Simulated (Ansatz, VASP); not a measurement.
**GaNi3C in VASP and in Ansatz**

The input INCAR:

```
ALGO = Normal ; EDIFF = 1E-7
ENCUT = 520 ; GGA = PE
ISIF = 2 ; ISMEAR = -1
ISPIN = 2 ; LASPH = True
LCHARG = True ; LELF = True
LMAXMIX = 4 ; LORBIT = 11
LREAL = False ; LVHAR = True
LWAVE = False ; MAGMOM = 0 1 1 1 0
NBANDS = 36 ; NELM = 120
PREC = Accurate ; SIGMA = 0.05
```

File KPOINTS:

```
k-points
0
Gamma
  7 7 7
```

Contents of POSCAR:

```
GaNi3C
1.0
    3.7755910000      0.0000000000      0.0000000000
    0.0000000000      3.7755910000      0.0000000000
    0.0000000000      0.0000000000      3.7755910000
Ga Ni C
1 3 1
Direct
    0.4987740000      0.5012140000      0.5078100000
   -0.0095840000     -0.0111980000      0.4982700000
   -0.0127670000      0.4824870000      0.0062340000
    0.4890090000      0.0082430000      0.0014680000
    0.0026710000     -0.0182580000      0.0027470000
```

Contents of input.yaml:

```yaml
crystal:
  lattice:
    - [3.775591, 0.0, 0.0]
    - [0.0, 3.775591, 0.0]
    - [0.0, 0.0, 3.775591]
  atoms:
    - { symbol: Ga, position: [0.498774, 0.501214, 0.50781] }
    - { symbol: Ni, position: [-0.009584, -0.011198, 0.49827], spin: 1.0 }
    - { symbol: Ni, position: [-0.012767, 0.482487, 0.006234], spin: 1.0 }
    - { symbol: Ni, position: [0.489009, 0.008243, 0.001468], spin: 1.0 }
    - { symbol: C, position: [0.002671, -0.018258, 0.002747] }
hamiltonian:
  xc: pbe
  pseudopotentials: { kind: paw }
magnetization:
  spin_polarized: true
kpoints:
  mp_grid: { grid: [7, 7, 7] }
scf:
  occupations: { method: fermi_dirac, width: 0.05 }
output:
  forces: true
  stress: true
  eigenvalues: true
```

Change from the starting cell: atoms moved at random, drawn with an rms of 0.05 Å.

Alike in both runs: task single point; functional PBE; k mesh 7 × 7 × 7; occupations fermi-dirac, width 0.05 eV; collinear spin, ferromagnetic start.

```csv
,VASP,Ansatz
version,VASP 6.6.1,Ansatz 0.2.0
potentials or method,"VASP PAW PBE potentials, release 64 (Ga_d, Ni, C)",Ansatz PAW
plane-wave cutoff (eV),520,420
valence electrons in the cell,47,71
```

Ansatz gave:

| Quantity | Value |
| --- | --- |
| gap on the k mesh at the Fermi level (eV) | none |
| pressure (GPa) | 1.6 |
| largest component of the traceless stress (GPa) | 0.44 |
| rms of the force components (eV/Å) | 0.284 |
| net moment per atom (μB) | 0.00 |

**Question.** Estimate VASP's values.

**Answer.** gap on the k mesh at the Fermi level (eV): none; pressure (GPa): 1.8; largest component of the traceless stress (GPa): 0.44; rms of the force components (eV/Å): 0.292; net moment per atom (μB): 0.00.

Atom by atom the forces differ by 0.008 eV/Å (rms over components). A gap of «none» marks a metal or a gap that the smearing closes. The two sets of potentials don't hold the same shells in valence.

Caveats: the starting moments weren't kept (Ansatz).
